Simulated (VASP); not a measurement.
Runs of VASP 6.6.1 on LiBiS3. The structure is cubic, space group Pm-3m (No. 221). The conventional cell has a = 4.561 Å, b = 4.561 Å, c = 4.561 Å, α = 90.00°, β = 90.00°, γ = 90.00°. Li (site symmetry m-3m) has 6 S at 2.28 Å as nearest neighbours. Around Bi (site symmetry m-3m) lie 12 S at 3.23 Å. Around S (site symmetry 4/mmm) lie 2 Li at 2.28 Å. The cell was built by a generator and needn't be a form met in nature.

```csv
level,gap on the mesh (eV),pressure (GPa),relaxed volume (Å³/atom)
BLYP+D4,none,0.0,-
BLYP,none,0.1,20.62
BLYP+D3,none,0.0,(a)
BLYP+D3(BJ),none,0.1,18.44
```

Alike in all rows: task relaxation of cell and atoms; potentials or basis VASP PAW PBE potentials, release 64 (Li_sv, Bi_d, S); no spin polarisation; cell relaxed; k mesh 5 × 5 × 5; cutoff (eV) 600; smearing fermi-dirac 0.05 eV.

**Question.** Fill in the values left out.

**Answer.** (a) 20.14.

Caveats: the cutoff is under 1.25 times the usual one of these potentials, so pressure, stress and relaxed cells hold a basis-set (Pulay) error; the PAW data sets were made with another functional, which shifts forces and pressure a little; spin-orbit coupling is left out, which moves the levels of the heavy elements; pairwise dispersion overbinds metals, which lowers pressure and volume (some runs); the relaxation stopped at its first step, so nothing moved (some runs).

A k mesh can miss the band edges, and the runs leave out spin-orbit coupling on Bi.

A gap of «none» marks a metal or a gap under the smearing width.
